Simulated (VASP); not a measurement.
OSZICAR of a VASP run on LaS (space group Fm-3m):

File OSZICAR:
```
       N       E                     dE             d eps       ncg     rms          rms(c)
DAV:   1     0.992162840045E+02    0.99216E+02   -0.55122E+03   488   0.152E+03
DAV:   2    -0.475552523496E+02   -0.14677E+03   -0.14404E+03   720   0.267E+02
DAV:   3    -0.611405191524E+02   -0.13585E+02   -0.12572E+02   720   0.113E+02
DAV:   4    -0.624412915121E+02   -0.13008E+01   -0.11245E+01   800   0.270E+01
DAV:   5    -0.625700438457E+02   -0.12875E+00   -0.12778E+00   800   0.693E+00    0.558E+00
DAV:   6    -0.569798738468E+02    0.55902E+01   -0.26012E+00   824   0.133E+01    0.393E+00
DAV:   7    -0.575573483673E+02   -0.57747E+00   -0.19849E+00   700   0.138E+01    0.198E+00
DAV:   8    -0.573579269496E+02    0.19942E+00   -0.11896E+00   760   0.126E+01    0.127E+00
DAV:   9    -0.575431132167E+02   -0.18519E+00   -0.19295E-01   824   0.655E+00    0.805E-01
DAV:  10    -0.575686973068E+02   -0.25584E-01   -0.12995E-01   784   0.428E+00    0.252E-01
DAV:  11    -0.575857809398E+02   -0.17084E-01   -0.66772E-02   540   0.277E+00    0.191E-01
DAV:  12    -0.575886223975E+02   -0.28415E-02   -0.49557E-03   840   0.957E-01    0.112E-01
DAV:  13    -0.575926880217E+02   -0.40656E-02   -0.23758E-02   712   0.168E+00    0.630E-02
DAV:  14    -0.575919990179E+02    0.68900E-03   -0.39223E-03   760   0.832E-01    0.380E-02
DAV:  15    -0.575917260096E+02    0.27301E-03   -0.55149E-04   856   0.308E-01    0.350E-02
DAV:  16    -0.575917521985E+02   -0.26189E-04   -0.38471E-04   728   0.313E-01    0.301E-02
DAV:  17    -0.575929800049E+02   -0.12278E-02   -0.22742E-03   564   0.470E-01    0.504E-02
DAV:  18    -0.575930206947E+02   -0.40690E-04   -0.18024E-04   740   0.213E-01    0.133E-02
DAV:  19    -0.575930141895E+02    0.65052E-05   -0.15809E-05   732   0.383E-02    0.965E-03
DAV:  20    -0.575930417795E+02   -0.27590E-04   -0.41112E-05   840   0.796E-02    0.105E-02
DAV:  21    -0.575930430866E+02   -0.13072E-05   -0.17405E-06   540   0.129E-02    0.135E-02
DAV:  22    -0.575930412114E+02    0.18752E-05   -0.51145E-07   456   0.116E-02    0.136E-02
DAV:  23    -0.575930414219E+02   -0.21054E-06   -0.15801E-07   420   0.120E-02
   1 F= -.57593041E+02 E0= -.57591627E+02  d E =-.575930E+02
       N       E                     dE             d eps       ncg     rms          rms(c)
DAV:   1    -0.576140792582E+02   -0.21038E-01   -0.15048E+00   668   0.125E+01    0.148E+00
DAV:   2    -0.575865813106E+02    0.27498E-01   -0.15098E-01   692   0.498E+00    0.532E-01
DAV:   3    -0.575891632305E+02   -0.25819E-02   -0.83542E-02   740   0.264E+00    0.271E-01
DAV:   4    -0.575921599205E+02   -0.29967E-02   -0.10682E-02   828   0.101E+00    0.241E-01
DAV:   5    -0.575918817084E+02    0.27821E-03   -0.26264E-03   764   0.492E-01    0.186E-01
DAV:   6    -0.575925490916E+02   -0.66738E-03   -0.19642E-03   848   0.423E-01    0.628E-02
DAV:   7    -0.575929748680E+02   -0.42578E-03   -0.57576E-04   820   0.271E-01    0.326E-02
DAV:   8    -0.575929763058E+02   -0.14379E-05   -0.52263E-05   848   0.637E-02    0.264E-02
DAV:   9    -0.575929806839E+02   -0.43781E-05   -0.59398E-05   704   0.921E-02    0.815E-03
DAV:  10    -0.575929770970E+02    0.35869E-05   -0.29860E-05   872   0.712E-02    0.108E-02
DAV:  11    -0.575929855281E+02   -0.84311E-05   -0.39617E-06   632   0.232E-02    0.614E-03
DAV:  12    -0.575929847535E+02    0.77465E-06   -0.33770E-07   364   0.112E-02
   2 F= -.57592985E+02 E0= -.57591497E+02  d E =0.566684E-04
       N       E                     dE             d eps       ncg     rms          rms(c)
DAV:   1    -0.576005525665E+02   -0.75670E-02   -0.38039E-01   632   0.647E+00    0.746E-01
DAV:   2    -0.575941390971E+02    0.64135E-02   -0.32077E-02   736   0.237E+00    0.276E-01
DAV:   3    -0.575937690495E+02    0.37005E-03   -0.16537E-02   752   0.136E+00    0.157E-01
DAV:   4    -0.575945963996E+02   -0.82735E-03   -0.16507E-03   800   0.486E-01    0.127E-01
DAV:   5    -0.575941452055E+02    0.45119E-03   -0.13096E-03   816   0.432E-01    0.873E-02
DAV:   6    -0.575945894713E+02   -0.44427E-03   -0.33553E-04   820   0.196E-01    0.368E-02
DAV:   7    -0.575948114561E+02   -0.22198E-03   -0.21155E-04   880   0.165E-01    0.929E-03
DAV:   8    -0.575948414738E+02   -0.30018E-04   -0.72038E-05   728   0.110E-01    0.639E-03
DAV:   9    -0.575948428521E+02   -0.13783E-05   -0.73366E-06   776   0.312E-02    0.586E-03
DAV:  10    -0.575948498867E+02   -0.70346E-05   -0.39160E-06   580   0.324E-02    0.347E-03
DAV:  11    -0.575948397592E+02    0.10127E-04   -0.28586E-06   524   0.343E-02    0.219E-03
DAV:  12    -0.575948412807E+02   -0.15215E-05   -0.79549E-07   312   0.217E-02    0.185E-03
DAV:  13    -0.575948416276E+02   -0.34694E-06   -0.39879E-07   304   0.167E-02
   3 F= -.57594842E+02 E0= -.57593391E+02  d E =-.180021E-02
```

### Question
Which electronic solver shows in the log?

### Answer
It is blocked Davidson (ALGO = Normal, or the opening steps of other solvers). The INCAR had ALGO = Normal.

### Question
Can the final energy be trusted as converged?

### Answer
Self-consistency was reached. It stopped with EDIFF = 1E-6, NELM = 100, NSW = 60 and EDIFFG = -0.01 after 3 ionic steps (SCAN meta-GGA, plane waves, VASP's PBE PAW potentials (set 64)).

The structure comes from a measured LaS entry (Fm-3m) of the Crystallography Open Database, whose conditions weren't checked. This run relaxes it. Symmetry was kept, so distortions that lower it aren't found. The electron count is odd and the run is not spin-polarised, which forces a metal.
